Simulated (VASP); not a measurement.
Data:

```yaml
crystal:
  lattice:
    - [0.00000, 3.12517, 3.12517]
    - [3.12517, 0.00000, 3.12517]
    - [3.12517, 3.12517, 0.00000]
  atoms:
    - { symbol: Mg, position: [0.25000, 0.25000, 0.25000] }
    - { symbol: Mg, position: [0.75000, 0.75000, 0.75000] }
    - { symbol: Si, position: [0.00000, 0.00000, 0.00000] }
```

All values below come from LDA (Ceperley-Alder, Perdew-Zunger), VASP's LDA PAW potentials (set 64) (plane waves; VASP). Numerical set-up: 400 eV cut-off, 7×7×7 Γ-centred mesh, tetrahedra with Blöchl corrections, potentials Mg Si.

### Question
The job: Mg2Si (antifluorite), 3 atoms, LDA, static run, 400 eV, 7×7×7 Γ-centred mesh. Roughly how much core time does it take on a busy server core?

### Answer
About 5 core-seconds (one run on a shared machine, a rough figure). It had 20 irreducible k-points, 8 bands, up to 1117 plane waves and 12 electronic steps.

The compound is Mg2Si in the antifluorite structure. It was relaxed first.
